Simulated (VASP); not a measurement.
SO, 2 atoms in the cell. The cell holds a molecule in a box, 2 atoms: a = 9.000 Å, b = 9.500 Å, c = 10.000 Å, α = 90.00°, β = 90.00°, γ = 90.00°. 

```yaml
Program: VASP 6.6.1
Task: relaxation of the atoms
Functional: LDA
Potentials_or_basis: VASP PAW LDA potentials, release 64 (S, O)
Cutoff: 520 eV
k_mesh: 1 × 1 × 1
Occupations: gaussian, width 0.01 eV
Spin: collinear spin, ferromagnetic start
Starting_moments: "[1.0, 1.0] μB"
Fixed_moment: 2 μB
Further_INCAR_settings: ALGO = Fast; EDIFF = 1e-07; ISYM = 0; IBRION = 2; EDIFFG = -0.01; NSW = 30
```

Potentials or basis: VASP PAW LDA potentials, release 64 (S, O).

Run with:

```console
$ cat potpaw_LDA.64/S/POTCAR potpaw_LDA.64/O/POTCAR > POTCAR
$ mpirun -np 4 vasp_gam > vasp.out
```

Hardware: 4 MPI ranks on Intel(R) Xeon(R) 6975P-C (Granite Rapids), on a shared host.

**Question.** How long does it take, and how much memory?

**Answer.** It took 16 s on 4 MPI ranks on Intel(R) Xeon(R) 6975P-C (Granite Rapids) (shared host), peak memory 0.28 GiB a rank. Counts: scf iterations 47, k points 1, ion steps 3.
